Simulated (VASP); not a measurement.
Be3Se2O:

```
Be Se O
1.0
     3.30000    0.00000    0.00000
    -1.65000    2.85788    0.00000
     0.00000    0.00000    8.84000
Be Se O
3 2 1
Direct
  0.33333 0.66667 0.54500
  0.00000 0.00000 0.18700
  0.66667 0.33333 0.89000
  0.66667 0.33333 0.64500
  0.33333 0.66667 0.30000
  0.00000 0.00000 0.00000
```

The cell was built by a generator and needn't be a form met in nature.

| Quantity | Value |
| --- | --- |
| Program | VASP 6.6.1 |
| Task | relaxation of cell and atoms |
| Functional | PBE |
| Potentials or basis | VASP PAW PBE potentials, release 64 (Be, Se, O) |
| Cutoff | 520 eV |
| k mesh | 5 × 5 × 2 |
| Occupations | gaussian, width 0.15 eV |
| Spin | no spin polarisation |

At the start: pressure 3.0 GPa; volume 13.90 Å³/atom.

Question: How do energy, volume and symmetry change on relaxing?

Answer: Over 10 steps the energy falls by 199.3 meV/atom and the volume is 13.93 Å³/atom (+0.2 %); space group P3m1 (No. 156, to 0.05 Å).

The path:
| step | energy change (eV) | largest force (eV/Å) | pressure (GPa) | volume (Å³) |
| --- | --- | --- | --- | --- |
| 1 | 0.0000 | 3.3417 | 3.02 | 83.37 |
| 2 | -0.9034 | 1.7437 | -1.66 | 86.33 |
| 3 | -0.9265 | 2.0869 | -2.22 | 86.87 |
| 4 | -1.1676 | 0.3805 | -1.42 | 85.22 |
| 5 | -1.1726 | 0.4297 | -1.24 | 84.87 |
| 6 | -1.1896 | 0.2280 | 0.62 | 83.30 |
| 7 | -1.1897 | 0.2345 | 0.53 | 83.23 |
| 8 | -1.1954 | 0.0891 | 0.08 | 83.44 |
| 9 | -1.1954 | 0.0923 | 0.08 | 83.45 |
| 10 | -1.1960 | 0.0227 | 0.00 | 83.57 |

Final structure:
```
Be Se O
1.0
     3.43052    0.00000    0.00000
    -1.71526    2.97092    0.00000
     0.00000    0.00000    8.19979
Be Se O
3 2 1
Direct
  0.33333 0.66667 0.55337
  0.00000 0.00000 0.17254
  0.66667 0.33333 0.92500
  0.66667 0.33333 0.65575
  0.33333 0.66667 0.28344
  0.00000 0.00000 0.97689
```

Caveat: the k mesh is coarse (spacing up to 0.44 Å⁻¹), so the values aren't converged.
